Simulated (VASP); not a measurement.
# Er (hcp): computed properties

These are PBEsol GGA, VASP's PBE PAW potentials (set 64) (plane waves; VASP) values and carry that method's errors.

| Item | Value |
|---|---|
| space group | P6_3/mmc (194) |
| cell | a = b = 3.525 Å, c = 5.419 Å, α = β = 90.00°, γ = 120.00° |
| volume per atom | 29.15 Å³/atom |
| band gap (over mesh and band path) | none (metal, semimetal or under 0.01 eV) |
| band gap with spin-orbit coupling | none (metallic) |
| density | 9.53 g/cm³ |

```cif
data_Er2
_chemical_formula_sum 'Er2'
_space_group_name_H-M_alt 'P 1'
_space_group_IT_number 1
_cell_length_a 3.52461
_cell_length_b 3.52461
_cell_length_c 5.41869
_cell_angle_alpha 90.000
_cell_angle_beta 90.000
_cell_angle_gamma 120.000
loop_
_space_group_symop_operation_xyz
  'x, y, z'
loop_
_atom_site_label
_atom_site_type_symbol
_atom_site_fract_x
_atom_site_fract_y
_atom_site_fract_z
_atom_site_occupancy
Er1 Er 0.33333 0.66667 0.25000 1
Er2 Er 0.66667 0.33333 0.75000 1
```

Measured: a 3.559 Å at 293 K (computed value off by -1.0 %), c 5.585 Å at 293 K (computed value off by -3.0 %), as given by Wikipedia, Erbium (infobox). The calculation is for a static lattice, while the measured a, c hold thermal and zero-point effects, which are part of the difference. The 4f electrons are frozen in the core of the lanthanide potential, so 4f levels, which can set the real gap, and their magnetism are missing.

The compound is Er in the hcp structure. It was relaxed first. Symmetry was kept, so distortions that lower it aren't found.
